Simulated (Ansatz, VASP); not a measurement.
# Ti (free-standing square Ti monolayer, spacing 2.603 A): VASP beside Ansatz

Wanted: the spread between two codes on one cell, functional and k mesh. The cell is taken from a series of runs on this material, whose earlier steps may have relaxed, scaled, displaced or heated it; both programs get it as it stands.

Method: plane waves, with VASP 6.6.1 beside it; single point at PBEsol, in Ansatz 0.2.0.

### Step 1. Set-up

The cell holds 1 atom: 1 Ti. Cell: a = 2.603 Å, b = 2.603 Å, c = 14.000 Å, α = 90.0°, β = 90.0°, γ = 90.0°. As first built, before any earlier steps moved the atoms (in the runner's words): model lattice. Vacuum lies along c.

### Step 2. Ansatz: single point, PBEsol, pair 1

Ansatz runs on its PAW soft_1 files.

With cell and atoms fixed, the geometry can't cause a difference; cores, projectors, grids and the points listed under the comparison can.

Contents of input.yaml:

```yaml
crystal:
  lattice:
    - [2.603, 0.0, 0.0]
    - [0.0, 2.603, 0.0]
    - [0.0, 0.0, 14.0]
  atoms:
    - { symbol: Ti, position: [0.0, 0.0, 0.5], spin: 2.5 }
magnetization:
  spin_polarized: true
  initial_magnetization: 2.5
  spin_locking: { lock_magnetization: hard }
kpoints:
  mp_grid: { grid: [21, 21, 1] }
hamiltonian:
  xc: pbesol
  pseudopotentials: { kind: paw, azcp: { folder: soft_1 }, xc_functional: pbe }
scf:
  occupations: { method: fermi_dirac, width: 0.05 }
  max_iter: 120
  convergence: { dr2_threshold: 1.0e-08 }
  lower_state_search: "off"
basis:
  ecutwfc: 420.0
```

Started as:

```bash
ansatz run input.yaml --threads 1 --pin off --max-ram 2560MiB --backend cpu --events-out ev --progress --plain --runs-dir out
```

Numbers of over 12 decimals in the logs are rounded to 6 here.

Log:

```text
Engine: ansatz 0.2.0, aarch64-unknown-linux-gnu
Pseudopotentials: kind: paw
Pseudopotential: Ti, paw, valence charge 12, recommended cutoff 420 eV (normal), soft_1/Ti.paw.azcp
Functional definition: PBEsol
  exchange = pbesol_x
  correlation = pbesol_c
Crystal: 1 atoms, lattice volume = 94.859 Å³
Basis set: ecut = 420 eV, 1891 PW (Γ)
Bands: 12, of which v1, the nominal top of the filled ones, is band 6 counted from 1 (5 counted from 0)
Symmetry: 16 space group operations
Space group: P4/mmm (ITA 123), of the structure as read, at distance tolerance 4.6e-5 Å
Magnetic group: BNS 123.339 (UNI 999), of the structure as read, at distance tolerance 4.6e-5 Å
k-points: 66 of 441
Non-local potential: Ti, projectors of the file, l = 0: 3, l = 1: 2, l = 2: 3, l = 3: 1
PAW form: soft (Blöchl's): semilocal exchange-correlation on the pseudo side does not see the compensation charge
PAW frozen core: Ti, regenerated for the run's functional, and the local potential with it (the file was generated under x = pbe(κ = 0.804, μ = 0.219515), c = pbe(β = 0.066725))
PAW one-centre angular grid: Ti, 590 points (default); XC on 64 Gauss nodes
Initial density: superposition of atomic densities (neutral atoms: chi_scale 0, normalization atom)
Starting moments: Σ|m| = 2.5 μB on 1 of 1 site
Initial wavefunctions: pseudopotential atomic-orbital guess
Functional: x = pbesol(κ = 0.804, μ = 0.123457), c = pbesol(β = 0.046)
SCF iter   1: F=—  HF=-2471.636457 eV  |F-HF|=—  |Δ(HF+E_count)|=         —  Δρ=3.26e-2 (↑2.45e-2 ↓3.26e-2)  dr2=1.77e0  dr2_m=5.93e-1  M=2.500 μB ∫|m|=2.500 μB  β_m=0.30  ethr=3.10e-3  ⟨swp⟩=6.0  Hψ=9748  notcnv=0
preconditioner: auto → LDOS  [metal: Δε(μ)=0.016 eV  Ē_g=5.443 eV  σ=0.050 eV  W_gap=0.08  n_scr=8 (ndim 8)  ℏωp=7.6 eV  f_vac=0.616  D(μ)=1.55/eV (n_scr^D=6)]
spin=Collinear: LDOS preconditioning applied to the charge; magnetization (m = ρ↑ − ρ↓) channel mixes plain (no charge-response kernel on spin).
SCF iter   2: F=—  HF=-2471.518966 eV  |F-HF|=—  |Δ(HF+E_count)|=   1.17e-1  Δρ=2.43e-2 (↑1.99e-2 ↓2.43e-2)  dr2=9.16e-1  dr2_m=3.73e-1  M=2.500 μB ∫|m|=2.500 μB  β_m=0.65  ethr=3.10e-3  ⟨swp⟩=2.0  Hψ=3252  notcnv=0  defer=105
SCF iter   3: F=—  HF=-2471.481707 eV  |F-HF|=—  |Δ(HF+E_count)|=   3.73e-2  Δρ=3.24e-3 (↑3.24e-3 ↓2.88e-3)  dr2=1.40e-2  dr2_m=3.12e-3  M=2.500 μB ∫|m|=2.500 μB  β_m=0.67  ethr=3.10e-3  ⟨swp⟩=3.2  Hψ=3070  notcnv=0  defer=105
SCF iter   4: F=—  HF=-2471.493384 eV  |F-HF|=—  |Δ(HF+E_count)|=   1.17e-2  Δρ=1.95e-3 (↑1.95e-3 ↓8.75e-4)  dr2=1.67e-3  dr2_m=1.43e-3  M=2.500 μB ∫|m|=2.500 μB  β_m=0.73  ethr=1.16e-4  ⟨swp⟩=3.0  Hψ=3683  notcnv=0  defer=102
SCF iter   5: F=—  HF=-2471.497016 eV  |F-HF|=—  |Δ(HF+E_count)|=   3.63e-3  Δρ=3.16e-4 (↑3.16e-4 ↓2.41e-4)  dr2=6.41e-5  dr2_m=5.08e-5  M=2.500 μB ∫|m|=2.500 μB  β_m=0.79  ethr=1.39e-5  ⟨swp⟩=2.2  Hψ=2637  notcnv=0  defer=102
SCF iter   6: F=—  HF=-2471.497140 eV  |F-HF|=—  |Δ(HF+E_count)|=   1.24e-4  Δρ=7.59e-5 (↑7.59e-5 ↓5.56e-5)  dr2=3.50e-6  dr2_m=2.80e-6  M=2.500 μB ∫|m|=2.500 μB  β_m=0.89  ethr=5.34e-7  ⟨swp⟩=2.5  Hψ=2562  notcnv=0  defer=102
SCF iter   7: F=—  HF=-2471.497147 eV  |F-HF|=—  |Δ(HF+E_count)|=   6.23e-6  Δρ=7.61e-6 (↑7.61e-6 ↓6.57e-6)  dr2=1.41e-7  dr2_m=1.89e-8  M=2.500 μB ∫|m|=2.500 μB  β_m=0.92  ethr=2.91e-8  ⟨swp⟩=2.8  Hψ=2705  notcnv=0  defer=100
iter 8 met the thresholds in force, and the SCF goes on: an eigenvalue changes by 0.25 meV, over its tolerance of 0.16 meV (output.eigenvalues, Limitations)
SCF iter   8: F=-2471.497147 eV  HF=-2471.497147 eV  |F-HF|=3.01e-9  |Δ(HF+E_count)|=   2.45e-7  Δρ=1.47e-6 (↑1.47e-6 ↓9.75e-7)  dr2=2.81e-9  dr2_m=7.64e-10  M=2.500 μB ∫|m|=2.500 μB  β_m=0.96  ethr=8.33e-11  ⟨swp⟩=3.0  Hψ=3208  notcnv=0
SCF iter   9: F=-2471.497147 eV  HF=-2471.497147 eV  |F-HF|=9.73e-11  |Δ(HF+E_count)|=   4.49e-9  Δρ=2.33e-7 (↑2.33e-7 ↓1.09e-7)  dr2=7.51e-11  dr2_m=1.43e-11  M=2.500 μB ∫|m|=2.500 μB  ethr=2.34e-11  ⟨swp⟩=1.0  Hψ=4636  notcnv=0
SCF 1 converged in 9 iterations: F = -2471.497147 eV  dr2 = 7.51e-11
  greatest PAW one-centre occupation: 0.999 electrons in one spin orbital (limit 2), on the Ti atom at site 0 (counted from 0), in its partial waves of l = 0
SCF converged after 9 iterations
Stability checked in part: among states of this total moment the steps that led to this state did not find it unstable. No probe was made; neither looks for a lower state of another moment (fixed_total_moment; see scf.lower_state_search)
an eigenvalue changed by more than its tolerance at an iteration that met the thresholds in force, so the SCF went on 1 time: the last check found none over its tolerance
Magnetization: 2.5000 μB (7.2500 up, 4.7500 down)
Absolute magnetization: 2.5001 μB (∫|ρ↑−ρ↓|, with the PAW one-centre terms)
Spin contamination: 0.0020 ħ² per cell (⟨S²⟩ above its minimum at these occupations)
Per-site moments (μB) at R_I (Å): [(1.567632, 1.073738)]
Free energy (F): -2471.497147 eV
Harris-Foulkes:  -2471.497147 eV  (|F-HF|=9.73e-11)
Internal energy: -2471.485316 eV  (E = F + TS)
E sigma→0 (E₀):  -2471.491231 eV
Entropy (-TS):   -0.011831 eV (-11.831 meV/atom)
Fermi energy:    -0.937336 (↑ -0.609670, ↓ -1.265003) eV
--- Per-component energies (eV) ---
  E_band       = -325.388588
  E_kinetic    = 282.402750
  E_local      = -4398.569361  (includes V_loc(G=0)·N_el)
  E_nonlocal   = 64.907013
  E_hartree    = 2022.494051
  E_xc         = -113.628411
  E_vxc        = -142.867002  (∫ρ·V_xc dr)
  E_paw        = -1019.082938  (= ΣΔE_a)
  E_vpaw       = -176.250357  (= ΣTr[D̂ρ^β])
  E_aug_tail   = -0.000081  (compensation charges beyond the density's cutoff)
  E_ewald      = 689.852276
  E_core_change = 0.139385  (= ΣΔE_core)
  E_smearing   = -0.011831  (= −TS)
  E_closure    = 0.000000  (closes the sum)
  Σ components = -2471.497147   (vs F -2471.497147, Δ=0.00e0)
```

The column dr2 measures how far the density is from self-consistency, as an energy; F and HF (Harris–Foulkes) agree once it is small.

### Step 3. VASP: single point, PBEsol, pair 1

The same cell, functional, mesh and smearing now go to VASP, with its own data sets.

Lines of VASP's logs that name or quote its potential files are left out, and so is its time.

Contents of INCAR:

```
SYSTEM = Ti
PREC = Accurate
ENCUT = 400
EDIFF = 1E-06
NELM = 200
ISMEAR = -1
SIGMA = 0.05
LREAL = .FALSE.
ALGO = Normal
GGA = PS
NBANDS = 13
ISPIN = 2
MAGMOM = 1.57
LASPH = .TRUE.
LMAXMIX = 4
LORBIT = 11
LWAVE = .FALSE.
LCHARG = .FALSE.
ISIF = 2
NUPDOWN = 2.5
GGA_COMPAT = .FALSE.
```

Contents of POSCAR:

```
Ti
1.0
    2.6030000000      0.0000000000      0.0000000000
    0.0000000000      2.6030000000      0.0000000000
    0.0000000000      0.0000000000     14.0000000000
Ti
1
Direct
    0.0000000000      0.0000000000      0.5000000000
```

Contents of KPOINTS:

```
Automatic mesh
0
Gamma
21 21 1
0 0 0
```

The projector-augmented-wave data sets are Ti_sv (PBE family, release 64).

Started as:

```bash
mpirun -np 1 vasp_std
```

Log:

```text
[banner, memory and clock lines left out]
running    1 mpi-ranks, on    1 nodes
 distrk:  each k-point on    1 cores,    1 groups
 distr:  one band on    1 cores,    1 groups

 POSCAR found type information on POSCAR Ti
 POSCAR found :  1 types and       1 ions
|                                                                             |
|               ----> ADVICE to this user running VASP <----                  |
|                                                                             |
|     You enforced a specific xc type in the INCAR file but a different       |
|     [... a line on the potential file left out ...]
|     I HOPE YOU KNOW WHAT YOU ARE DOING!                                     |
|                                                                             |

 LDA part: xc-table for (Slater+PW92), standard interpolation
 POSCAR, INCAR and KPOINTS ok, starting setup
 FFT: planning ... GRIDC
 FFT: planning ... GRID_SOFT
 FFT: planning ... GRID
 WAVECAR not read
 entering main loop
       N       E                     dE             d eps       ncg     rms          rms(c)
DAV:   1     0.650171722942E+02    0.65017E+02   -0.60568E+03  4229   0.616E+02
DAV:   2     0.307553820584E+01   -0.61942E+02   -0.58683E+02  4064   0.194E+02
DAV:   3    -0.566318592664E+01   -0.87387E+01   -0.84266E+01  6124   0.566E+01
DAV:   4    -0.604474025004E+01   -0.38155E+00   -0.38064E+00  3949   0.112E+01
DAV:   5    -0.605765545841E+01   -0.12915E-01   -0.12914E-01  4951   0.178E+00    0.626E+00
DAV:   6    -0.548902317477E+01    0.56863E+00   -0.23202E+00  3872   0.126E+01    0.331E+00
DAV:   7    -0.542131858588E+01    0.67705E-01   -0.41925E-01  3777   0.339E+00    0.175E+00
DAV:   8    -0.546430134355E+01   -0.42983E-01   -0.82830E-02  3930   0.176E+00    0.953E-01
DAV:   9    -0.562754467498E+01   -0.16324E+00   -0.10906E-01  3527   0.142E+00    0.501E-01
DAV:  10    -0.577652021112E+01   -0.14898E+00   -0.12744E-01  3498   0.146E+00    0.312E-01
DAV:  11    -0.590869581816E+01   -0.13218E+00   -0.16759E-01  4055   0.131E+00    0.159E-01
DAV:  12    -0.592921528884E+01   -0.20519E-01   -0.17871E-02  3973   0.500E-01    0.104E-01
DAV:  13    -0.593636832986E+01   -0.71530E-02   -0.41841E-03  3574   0.254E-01    0.501E-02
DAV:  14    -0.593769079631E+01   -0.13225E-02   -0.92035E-04  3708   0.133E-01    0.305E-02
DAV:  15    -0.593747300485E+01    0.21779E-03   -0.21803E-04  3655   0.781E-02    0.183E-02
DAV:  16    -0.593798669134E+01   -0.51369E-03   -0.86994E-05  3732   0.435E-02    0.101E-02
DAV:  17    -0.593828024885E+01   -0.29356E-03   -0.43482E-05  3992   0.293E-02    0.537E-03
DAV:  18    -0.593827943562E+01    0.81323E-06   -0.20494E-05  3822   0.232E-02    0.570E-03
DAV:  19    -0.593849784591E+01   -0.21841E-03   -0.19600E-05  3769   0.150E-02    0.286E-03
DAV:  20    -0.593858694115E+01   -0.89095E-04   -0.77141E-06  3766   0.944E-03    0.200E-03
DAV:  21    -0.593860832122E+01   -0.21380E-04   -0.21147E-06  3364   0.441E-03    0.819E-04
DAV:  22    -0.593860925939E+01   -0.93817E-06   -0.30335E-07  3433   0.207E-03
   1 F= -.59386093E+01 E0= -.59326848E+01  d E =-.118490E-01  mag=     2.5001
```

(Continued in part 2 of 2.)

[Lines on the potential files, build, host, timing and source positions are cut from VASP's logs without a mark.]

[Logs are printed without paths, hosts, clocks, repeated set-up lines and the standing remarks that a program may print on its own settings, such as how far it seeks lower states.]

[Hosts, paths, dates, database ids (printed as entryN), source tags and the programs' standing remarks are cut or masked in the printed files.]
